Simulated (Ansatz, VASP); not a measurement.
TaSF: VASP beside Ansatz

```xyz
6
Lattice="-3.4664 0.0000 0.0000 0.0000 0.0000 -4.1683 0.0000 -6.9327 0.0000" Properties=species:S:1:pos:R:3 pbc="T T T"
Ta   -1.7332   -5.1995   -2.0841
Ta   -1.7332   -1.7332   -2.0841
S     0.0000    0.0000   -2.0841
S     0.0000   -3.4664   -2.0841
F    -1.7332   -5.1995    0.0000
F    -1.7332   -1.7332    0.0000
```

Alike in both runs: task single point; functional PBE; k mesh 6 × 6 × 4; occupations gaussian, width 0.2 eV; no spin polarisation.

|  | VASP | Ansatz |
| --- | --- | --- |
| version | VASP 6.6.1 | Ansatz 0.2.0 |
| potentials or method | VASP PAW PBE potentials, release 64 (Ta_pv, S, F) | scalar-relativistic, plane waves, PAW |
| plane-wave cutoff (eV) | 520 | 420 |
| valence electrons in the cell | 48 | 52 |

VASP gave:

* gap on the k mesh at the Fermi level (eV): none
* pressure (GPa): 0.4
* largest component of the traceless stress (GPa): 1.59

Question: Which values does Ansatz return?

Answer: gap on the k mesh at the Fermi level (eV): none; pressure (GPa): 0.3; largest component of the traceless stress (GPa): 1.66.

A gap of «none» marks a metal or a gap that the smearing closes. The two sets of potentials don't hold the same shells in valence.

The runs have no spin-orbit coupling, so splittings on Ta are missing.
